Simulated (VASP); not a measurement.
# Ga2Ge2Se3 (I2_13) in VASP: relaxation of cell and atoms with PBE

Aim: the relaxation of cell and atoms of Ga2Ge2Se3 with PBE.

All numbers are computed with VASP 6.6.1; they aren't measurements. Logs are shortened: lines on timing, memory, paths and dates and some standing lists are left out, and cuts for length are marked.

## (1) The crystal as given

The structure is cubic, space group I2_13 (No. 199). The conventional cell has a = 8.700 Å, b = 8.700 Å, c = 8.700 Å, α = 90.00°, β = 90.00°, γ = 90.00°. Ga (site symmetry 3) is surrounded by 6 Se at 2.84 to 3.03 Å. Ge (site symmetry 3) has 3 Se at 2.41 Å as nearest neighbours. Se (site symmetry 2) is surrounded by 2 Ge at 2.41 Å.

The cell was built by a generator and needn't be a form met in nature.

## (2) Relaxation of cell and atoms, PBE

File INCAR:

```
ALGO = Fast ; EDIFF = 1E-4
EDIFFG = -0.08 ; ENCUT = 520
GGA = PE ; IBRION = 2
ISIF = 3 ; ISMEAR = 0
LASPH = True ; LCHARG = False
LREAL = Auto ; LWAVE = False
NELM = 60 ; NSW = 24
PREC = Normal ; SIGMA = 0.15
```

File KPOINTS:

```
k-points
0
Gamma
  3 3 3
```

File POSCAR:

```
Ga2Ge2Se3
1.0
   -4.3500000000      4.3500000000      4.3500000000
    4.3500000000     -4.3500000000      4.3500000000
    4.3500000000      4.3500000000     -4.3500000000
Ga Ge Se
4 4 6
Direct
    0.4000000000      0.4000000000      0.4000000000
    0.5000000000      0.0000000000      0.1000000000
    0.1000000000      0.5000000000      0.0000000000
    0.0000000000      0.1000000000      0.5000000000
    0.0000000000      0.5400000000      0.5000000000
    0.9600000000      0.9600000000      0.9600000000
    0.5000000000      0.0000000000      0.5400000000
    0.5400000000      0.5000000000      0.0000000000
    0.3300000000      0.5800000000      0.7500000000
    0.9200000000      0.2500000000      0.1700000000
    0.2500000000      0.1700000000      0.9200000000
    0.1700000000      0.9200000000      0.2500000000
    0.5800000000      0.7500000000      0.3300000000
    0.7500000000      0.3300000000      0.5800000000
```

Potentials or basis: VASP PAW PBE potentials, release 64 (Ga_d, Ge_d, Se).

Command:

```sh
$ cat potpaw_PBE.64/Ga_d/POTCAR potpaw_PBE.64/Ge_d/POTCAR potpaw_PBE.64/Se/POTCAR > POTCAR
$ mpirun -np 1 vasp_std > vasp.out
```

OUTCAR:

```text
EDIFF = 1E-4
   EDIFFG = -0.08
   ENCUT = 520
   GGA = PE
   IBRION = 2
   ISIF = 3
   ISMEAR = 0
   LASPH = True
   LREAL = Auto
   NELM = 60
   NSW = 24
   PREC = Normal

 ion  position               nearest neighbor table
   1  0.400  0.400  0.400-   9 2.84  13 2.84  14 2.84
   2  0.500  0.000  0.100-   9 2.84  10 2.84  11 2.84
   3  0.100  0.500  0.000-  10 2.84  14 2.84  12 2.84
   4  0.000  0.100  0.500-  11 2.84  13 2.84  12 2.84
   5  0.000  0.540  0.500-   9 2.41  10 2.41  14 2.41
   6  0.960  0.960  0.960-  11 2.41  10 2.41  12 2.41
   7  0.500  0.000  0.540-  12 2.41  13 2.41  14 2.41
   8  0.540  0.500  0.000-   9 2.41  11 2.41  13 2.41
   9  0.330  0.580  0.750-   5 2.41   8 2.41   1 2.84   2 2.84
  10  0.920  0.250  0.170-   5 2.41   6 2.41   2 2.84   3 2.84
  11  0.250  0.170  0.920-   6 2.41   8 2.41   2 2.84   4 2.84
  12  0.170  0.920  0.250-   7 2.41   6 2.41   3 2.84   4 2.84
  13  0.580  0.750  0.330-   7 2.41   8 2.41   1 2.84   4 2.84
  14  0.750  0.330  0.580-   5 2.41   7 2.41   1 2.84   3 2.84

  LATTYP: Found a body centered cubic cell.
 ALAT       =     8.7000000000

  Lattice vectors:

 A1 = (  -4.3500000000,   4.3500000000,   4.3500000000)
 A2 = (   4.3500000000,  -4.3500000000,   4.3500000000)
 A3 = (   4.3500000000,   4.3500000000,  -4.3500000000)

Analysis of symmetry for initial positions (statically):
=====================================================================
 Subroutine PRICEL returns:
 Original cell was already a primitive cell.

 Routine SETGRP: Setting up the symmetry group for a
 body centered cubic supercell.

 Subroutine GETGRP returns: Found 12 space group operations
 (whereof  3 operations were pure point group operations)
 out of a pool of 48 trial point group operations.

The static configuration has the point symmetry C_3 .
 The point group associated with its full space group is T   .

Analysis of symmetry for dynamics (positions and initial velocities):
=====================================================================
 Subroutine PRICEL returns:
 Original cell was already a primitive cell.

 Routine SETGRP: Setting up the symmetry group for a
 body centered cubic supercell.

 Subroutine GETGRP returns: Found 12 space group operations
 (whereof  3 operations were pure point group operations)
 out of a pool of 48 trial point group operations.

The dynamic configuration has the point symmetry C_3 .
 The point group associated with its full space group is T   .

 Subroutine INISYM returns: Found 12 space group operations
 (whereof  3 operations are pure point group operations),
 and found     1 'primitive' translations

----------------------------------------------------------------------------------------

                                     Primitive cell

  volume of cell :     329.2515

  direct lattice vectors                    reciprocal lattice vectors
    -4.350000000  4.350000000  4.350000000     0.000000000  0.114942529  0.114942529
     4.350000000 -4.350000000  4.350000000     0.114942529  0.000000000  0.114942529
     4.350000000  4.350000000 -4.350000000     0.114942529  0.114942529  0.000000000

  length of vectors
     7.534421013  7.534421013  7.534421013     0.162553283  0.162553283  0.162553283

  position of ions in fractional coordinates (direct lattice)
     0.400000000  0.400000000  0.400000000
     0.500000000  0.000000000  0.100000000
     0.100000000  0.500000000  0.000000000
     0.000000000  0.100000000  0.500000000
     0.000000000  0.540000000  0.500000000
     0.960000000  0.960000000  0.960000000
     0.500000000  0.000000000  0.540000000
     0.540000000  0.500000000  0.000000000
     0.330000000  0.580000000  0.750000000
     0.920000000  0.250000000  0.170000000
     0.250000000  0.170000000  0.920000000
     0.170000000  0.920000000  0.250000000
     0.580000000  0.750000000  0.330000000
     0.750000000  0.330000000  0.580000000

  ion indices of the primitive-cell ions
   primitive index   ion index
                 1           1
                 2           2
                 3           3
                 4           4
                 5           5
                 6           6
                 7           7
                 8           8
[... 21 lines left out ...]

  Length of vectors
     0.054184428  0.054184428  0.054184428

  Shift w.r.t. Gamma in fractional coordinates (k-lattice)
     0.000000000  0.000000000  0.000000000

 Subroutine IBZKPT returns following result:
 ===========================================

 Found      4 irreducible k-points:

 Following reciprocal coordinates:
            Coordinates               Weight
  0.000000  0.000000  0.000000      1.000000
  0.333333  0.000000  0.000000     12.000000
  0.333333  0.333333  0.000000      8.000000
 -0.333333  0.333333  0.333333      6.000000
   k-points           NKPTS =      4   k-points in BZ     NKDIM =      4   number of bands    NBANDS=     86
   number of dos      NEDOS =    301   number of ions     NIONS =     14
   total plane-waves  NPLWV =  74088
   dimension x,y,z NGX =    42 NGY =   42 NGZ =   42
   dimension x,y,z NGXF=    84 NGYF=   84 NGZF=   84
   ions per type =               4   4   6
   NGX,Y,Z   is equivalent  to a cutoff of   9.27,  9.27,  9.27 a.u.
   NGXF,Y,Z  is equivalent  to a cutoff of  18.53, 18.53, 18.53 a.u.
 SYSTEM =  unknown system
   PREC   = normal    normal or accurate (medium, high low for compatibility)
   ISTART =      0    job   : 0-new  1-cont  2-samecut
   ICHARG =      2    charge: 1-file 2-atom 10-const
   ISPIN  =      1    spin polarized calculation?
   LNONCOLLINEAR =      F non collinear calculations
   LSORBIT =      F    spin-orbit coupling
   LASPH  =      T    aspherical Exc in radial PAW
   ENCUT  =  520.0 eV  38.22 Ry    6.18 a.u.  14.01 14.01 14.01*2*pi/ulx,y,z
   NELM   =     60;   NELMIN=  2; NELMDL= -5     # of ELM steps
   EDIFF  = 0.1E-03   stopping-criterion for ELM
   LREAL  =      T    real-space projection
   EDIFFG = -.8E-01   stopping-criterion for IOM
   NSW    =     24    number of steps for IOM
   IBRION =      2    ionic relax: 0-MD 1-quasi-New 2-CG
   NFREE  =      1    steps in history (QN), initial steepest desc. (CG)
   ISIF   =      3    stress and relaxation
   ISYM   =      2    0-nonsym 1-usesym 2-fastsym
   POTIM  = 0.5000    time-step for ionic-motion
   TEBEG  =    0.0;   TEEND  =   0.0 temperature during run
   PSTRESS=    0.0 pullay stress
   NELECT =     144.0000    total number of electrons
   NUPDOWN=      -1.0000    fix difference up-down
   EMIN   =  10.00;   EMAX   =-10.00  energy-range for DOS
   EFERMI =   0.00;   METHOD = LEGACY
   ISMEAR =     0;   SIGMA  =   0.15  broadening in eV -4-tet -1-fermi 0-gaus
   EFERMI_NEDOS =   21; number of points for ismear=-14 and -15
   IALGO  =     68    algorithm
   IMIX   =      4    mixing-type and parameters
     AMIX     =   0.40;   BMIX     =  1.00
     AMIX_MAG =   1.60;   BMIX_MAG =  1.00
  volume/ion in A,a.u.               =      23.52       158.71
  Fermi-wavevector in a.u.,A,eV,Ry     =   1.242662  2.348291 21.010242  1.544209
  Thomas-Fermi vector in A             =   2.377007
   LORBIT       =      0    0 simple, 1 ext, 2 COOP (PROOUT), +10 PAW based schemes
   GGA     = PE    functional components
   LHFCALC =     F    Hartree Fock is set to
   AEXX    =    0.0000 exact exchange contribution
   IVDW    =     0    specifies the selected vdW correction
   LEPSILON=     F    determine dielectric tensor
   LRPA    =     F    only Hartree local field effects (RPA)
 conjugate gradient relaxation of ions
 non-spin polarized calculation
 RMM-DIIS sequential band-by-band and
 Gauss-broadening in eV      SIGMA  =   0.15
  energy-cutoff  :      520.00
  volume of cell :      329.25
 maximum number of plane-waves:      8884
   NGX = 27   NGY = 27   NGZ = 27

--------------------------------------- Ionic step        1  -------------------------------------------

 number of electron     144.0000008 magnetization

 Free energy of the ion-electron system (eV)
  ---------------------------------------------------
  ext. energy  EPLUGINS =         0.00000000
  ---------------------------------------------------
  free energy    TOTEN  =       -50.23510567 eV

  energy without entropy =      -50.18445907  energy(sigma->0) =      -50.20978237

------------------------ aborting loop because EDIFF is reached ----------------------------------------

  FORCE on cell =-STRESS in cart. coord.  units (eV):
  Direction    XX          YY          ZZ          XY          YZ          ZX
  --------------------------------------------------------------------------------------
  -------------------------------------------------------------------------------------
  Total       18.1608904     18.1608904     18.1608904      0.0000000      0.0000000      0.0000000
  in kB       88.3730730     88.3730730     88.3730730      0.0000000      0.0000000      0.0000000
  external PRESSURE =      88.3730730 kB  Pullay stress =       0.0000000 kB
[... 125 lines left out ...]
  FREE ENERGIE OF THE ION-ELECTRON SYSTEM (eV)
  ---------------------------------------------------
  free  energy   TOTEN  =       -51.7844807782 eV

  energy  without entropy=      -51.7602683143  energy(sigma->0) =      -51.77237455

[... ionic steps 4 to 9 ...]

--------------------------------------- Ionic step       10  -------------------------------------------

 number of electron     143.9999792 magnetization

------------------------ aborting loop because EDIFF is reached ----------------------------------------
[... 91 lines left out ...]
--------------------------------------- Ionic step       12  -------------------------------------------

 number of electron     143.9999825 magnetization

 Free energy of the ion-electron system (eV)
  ---------------------------------------------------
  ext. energy  EPLUGINS =         0.00000000
  ---------------------------------------------------
  free energy    TOTEN  =       -51.88943698 eV

  energy without entropy =      -51.88487733  energy(sigma->0) =      -51.88715716

 E-fermi :   3.0850     XC(G=0):  -8.9016

 val. band max:        2.8150112428   @ k =   0.3333   0.0000   0.0000
 cond. band min:       3.3077432560   @ k =  -0.3333   0.3333   0.3333
 fundamental gap:      0.4927320132
 Fermi energy:         3.0849948086

 k-point     1 :       0.0000    0.0000    0.0000
  band No.  band energies     occupation
      1     -22.2432      2.00000
      2     -22.2432      2.00000
      3     -22.2425      2.00000
      4     -22.2425      2.00000
      5     -22.2425      2.00000
      6     -22.2408      2.00000
[... 337 lines left out ...]
     83       6.1213      0.00000
     84       6.3993      0.00000
 [bands above 84 left out]

------------------------ aborting loop because EDIFF is reached ----------------------------------------

  FORCE on cell =-STRESS in cart. coord.  units (eV):
  Direction    XX          YY          ZZ          XY          YZ          ZX
  --------------------------------------------------------------------------------------
  -------------------------------------------------------------------------------------
  Total        0.2263166      0.2263166      0.2263166      0.0000000      0.0000000      0.0000000
  in kB        0.9321569      0.9321569      0.9321569      0.0000000      0.0000000      0.0000000
  external PRESSURE =       0.9321569 kB  Pullay stress =       0.0000000 kB
[... 29 lines left out ...]
  FREE ENERGIE OF THE ION-ELECTRON SYSTEM (eV)
  ---------------------------------------------------
  free  energy   TOTEN  =       -51.8894369834 eV

  energy  without entropy=      -51.8848773311  energy(sigma->0) =      -51.88715716

 reached required accuracy - stopping structural energy minimisation
```

Wall time 11 min (1 thread of Intel Xeon Platinum 8175M at 2.50GHz (Skylake/Cascade Lake), shared host); peak memory 0.32 GiB.

Results:

```yaml
Free_energy: -51.8894 eV
Relaxed_volume: 27.78 Å³/atom
Relaxed_cell: a = 7.965 Å, b = 7.965 Å, c = 7.965 Å, α = 109.47°, β = 109.47°, γ = 109.47°
Space_group_after_relaxing_to_0.05_Å: I2_13 (No. 199)
Energy_gained_by_relaxing: 118.2 meV/atom
Ionic_steps: 12
Pressure_after_relaxing: 0.1 GPa
Largest_force_after_relaxing: 0.054 eV/Å
Band_gap_on_the_k_mesh: 0.49 eV, indirect (least direct gap 0.66 eV)
```

Forces on the atoms (eV/Å):
```
Ga  -0.004 -0.004 -0.004
Ga   0.004  0.004 -0.004
Ga  -0.004  0.004  0.004
Ga   0.004 -0.004  0.004
Ge   0.026 -0.026  0.026
Ge  -0.026 -0.026 -0.026
Ge   0.026  0.026 -0.026
Ge  -0.026  0.026  0.026
Se   0.000  0.000  0.054
Se   0.000 -0.054  0.000
Se  -0.054  0.000  0.000
Se   0.000  0.000 -0.054
Se   0.000  0.054  0.000
Se   0.054  0.000  0.000
```

Step by step:
```
step  energy change (eV)  largest force (eV/Å)  pressure (GPa)  volume (Å³)
   1              0.0000                1.8979            8.84       329.25
   2             -1.4606                0.5719           -1.50       395.01
   3             -1.5494                0.1677           -0.11       380.19
   4             -1.5484                0.1719            0.50       379.12
   5             -1.5633                0.1830            0.04       380.55
   6             -1.6022                0.1537            0.01       384.83
   7             -1.6402                0.0811           -0.24       393.51
   8             -1.6455                0.1428            0.55       388.63
   9             -1.6460                0.0905            0.13       390.03
  10             -1.6461                0.0994            0.30       389.73
  11             -1.6461                0.0939            0.02       389.87
  12             -1.6543                0.0537            0.09       388.99
```

Final structure:
```cif
data_structure
_symmetry_space_group_name_H-M 'P 1'
_symmetry_Int_Tables_number 1
_cell_length_a 7.9650
_cell_length_b 7.9650
_cell_length_c 7.9650
_cell_angle_alpha 109.471
_cell_angle_beta 109.471
_cell_angle_gamma 109.471
_cell_volume 388.99
loop_
_atom_site_label
_atom_site_type_symbol
_atom_site_fract_x
_atom_site_fract_y
_atom_site_fract_z
_atom_site_occupancy
Ga1 Ga 0.39716 0.39716 0.39716 1
Ga2 Ga 0.50000 0.00000 0.10284 1
Ga3 Ga 0.10284 0.50000 0.00000 1
Ga4 Ga 0.00000 0.10284 0.50000 1
Ge1 Ge 0.00000 0.53811 0.50000 1
Ge2 Ge 0.96189 0.96189 0.96189 1
Ge3 Ge 0.50000 0.00000 0.53811 1
Ge4 Ge 0.53811 0.50000 0.00000 1
Se1 Se 0.34311 0.59311 0.75000 1
Se2 Se 0.90689 0.25000 0.15689 1
Se3 Se 0.25000 0.15689 0.90689 1
Se4 Se 0.15689 0.90689 0.25000 1
Se5 Se 0.59311 0.75000 0.34311 1
Se6 Se 0.75000 0.34311 0.59311 1
```

Caveat: the volume moved by over 15 % at a fixed basis, so the end points are rough; an odd mesh through Γ misses points on the zone boundary, where band edges often lie; the relaxation stopped at a loose force limit of 0.08 eV/Å, so its end isn't a converged minimum.
